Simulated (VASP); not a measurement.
Sn2GeO2:

```
CELL_PARAMETERS angstrom
3.82660 0.02924 0.00710
0.05848 7.53443 0.16656
0.01174 0.13767 6.51669
ATOMIC_POSITIONS crystal
Sn 0.98705 0.99238 0.81073
Sn 0.94397 0.48180 0.82856
Sn 0.52138 0.26001 0.43597
Sn 0.47599 0.73774 0.43454
Ge 0.98069 0.02529 0.25862
Ge 0.00625 0.51065 0.26225
O 0.03263 0.21649 0.67632
O 0.95452 0.73541 0.65836
O 0.51029 0.00308 0.65665
O 0.47155 0.49361 0.66879
```

The cell was built by a generator and needn't be a form met in nature.

```yaml
Program: VASP 6.6.1
Task: relaxation of cell and atoms
Functional: PBE
Potentials_or_basis: VASP PAW PBE potentials, release 64 (Sn_d, Ge_d, O)
Cutoff: 520 eV
k_mesh: 6 × 3 × 4
Occupations: gaussian, width 0.15 eV
Spin: no spin polarisation
```

At the start: pressure 2.7 GPa; volume 18.78 Å³/atom.

Problem. Where does the relaxation end?

Solution. Over 31 steps the energy falls by 121.9 meV/atom and the volume is 18.62 Å³/atom (-0.8 %); space group P1 (No. 1, to 0.05 Å).

The path:
```csv
step,energy change (eV),largest force (eV/Å),pressure (GPa),volume (Å³)
1,0.0000,5.2102,2.74,187.79
2,-0.6717,1.4973,-3.42,196.53
3,-0.7479,0.9125,-2.32,193.49
4,-0.9759,0.7247,0.60,187.24
5,-0.9881,0.8151,1.59,185.47
6,-1.1164,0.4401,0.35,187.19
7,-1.1350,0.4158,-0.11,188.04
8,-1.1734,0.1575,-0.12,187.99
9,-1.1805,0.1510,-0.07,187.94
10,-1.1898,0.1014,0.02,187.64
11,-1.1943,0.1446,0.04,187.38
12,-1.1933,0.3929,0.18,186.83
13,-1.1956,0.2205,0.10,187.17
14,-1.2036,0.1074,0.03,187.36
15,-1.2058,0.1259,0.02,187.47
16,-1.2062,0.1446,0.02,187.52
17,-1.2123,0.1084,-0.18,187.74
18,-1.2131,0.1088,-0.25,187.83
19,-1.2173,0.0910,0.11,186.58
20,-1.2174,0.0959,0.18,186.50
21,-1.2174,0.1201,-0.25,186.94
22,-1.2181,0.0550,-0.07,186.73
23,-1.2181,0.0624,-0.12,186.75
24,-1.2181,0.0567,-0.13,186.74
25,-1.2184,0.0735,0.01,186.33
26,-1.2185,0.0537,0.00,186.48
27,-1.2185,0.0615,0.08,186.41
28,-1.2185,0.0530,-0.03,186.45
29,-1.2185,0.0579,-0.06,186.43
30,-1.2186,0.0516,0.30,186.03
31,-1.2187,0.0295,0.04,186.21
```

Final structure:
```xyz
10
Lattice="3.9841 -0.0012 -0.0062 -0.0010 7.4112 -0.0039 -0.0079 -0.0052 6.3065" Properties=species:S:1:pos:R:3 pbc="T T T"
Sn    3.9219    7.3430    5.1632
Sn    3.9327    3.6460    5.1670
Sn    1.9580    1.8619    2.7581
Sn    1.9624    5.5785    2.6970
Ge    3.9494    0.0169    1.5626
Ge    3.9487    3.7278    1.5641
O     3.9180    1.7859    4.1692
O     3.9084    5.4927    4.1656
O     1.9280    7.3405    4.2780
O     1.9336    3.6070    4.2940
```
